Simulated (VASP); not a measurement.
A run of VASP 6.6.1 is set up as follows.

The input POSCAR:

```
HfO2                                    
1.0
   -0.0000000000      2.5232015702      2.5232015702
    2.5232015702      0.0000000000      2.5232015702
    2.5232015702      2.5232015702      0.0000000000
  Hf              O             
     1     2
Direct
     0.0000000000000000    0.0000000000000000    0.0000000000000000
     0.2500000000000000    0.2500000000000000    0.2500000000000000
     0.7500000000000000    0.7500000000000000    0.7500000000000000
```

Contents of INCAR.step1:

```
SYSTEM = HfO2
PREC = Accurate
ENCUT = 520
EDIFF = 1E-6
ISMEAR = 0
SIGMA = 0.02
LREAL = .FALSE.
LASPH = .TRUE.
NELM = 60
ALGO = Normal
ISIF = 2
LWAVE = .FALSE.
LCHARG = .TRUE.
LMAXMIX = 4
GGA = PE
IVDW = 12
```

The input KPOINTS.step1:

```
Automatic mesh
0
G
  10 10 10
  0 0 0
```

Contents of INCAR.step2:

```
SYSTEM = HfO2
PREC = Accurate
ENCUT = 520
EDIFF = 1E-6
ISMEAR = 0
SIGMA = 0.05
LREAL = .FALSE.
LASPH = .TRUE.
NELM = 60
ALGO = Normal
ISIF = 2
LWAVE = .FALSE.
LCHARG = .FALSE.
LMAXMIX = 4
GGA = PE
IVDW = 12
ICHARG = 11
```

KPOINTS.step2

```
path GXWKGLUWLK,UX
10
line-mode
reciprocal
 0.0000000000  0.0000000000  0.0000000000  G
 0.5000000000  0.0000000000  0.5000000000  X

 0.5000000000  0.0000000000  0.5000000000  X
 0.5000000000  0.2500000000  0.7500000000  W

 0.5000000000  0.2500000000  0.7500000000  W
 0.3750000000  0.3750000000  0.7500000000  K

 0.3750000000  0.3750000000  0.7500000000  K
 0.0000000000  0.0000000000  0.0000000000  G

 0.0000000000  0.0000000000  0.0000000000  G
 0.5000000000  0.5000000000  0.5000000000  L

 0.5000000000  0.5000000000  0.5000000000  L
 0.6250000000  0.2500000000  0.6250000000  U

 0.6250000000  0.2500000000  0.6250000000  U
 0.5000000000  0.2500000000  0.7500000000  W

 0.5000000000  0.2500000000  0.7500000000  W
 0.5000000000  0.5000000000  0.5000000000  L

 0.5000000000  0.5000000000  0.5000000000  L
 0.3750000000  0.3750000000  0.7500000000  K

 0.6250000000  0.2500000000  0.6250000000  U
 0.5000000000  0.0000000000  0.5000000000  X
```

Potentials or basis: VASP PAW PBE potentials, release 64 (Hf_pv, O).

Command:

```sh
$ cat potpaw_PBE.64/Hf_pv/POTCAR potpaw_PBE.64/O/POTCAR > POTCAR
$ cp INCAR.step1 INCAR
$ cp KPOINTS.step1 KPOINTS
$ mpirun -np 1 vasp_std > vasp.out
$ cp INCAR.step2 INCAR
$ cp KPOINTS.step2 KPOINTS
$ mpirun -np 1 vasp_std > vasp.out
```

(1) Estimate the band gap along the path.

(2) What does it give for the band gap on the k mesh?

(3) Estimate the dispersion energy per atom.

Results:

(1) 3.84 eV, direct.

(2) 3.84 eV, direct.

(3) -0.243 eV.

Caveat: the log is that of the step along the path at fixed density, whose energy, stress, charges and moments have no meaning; spin-orbit coupling is left out, which moves the levels of the heavy elements.
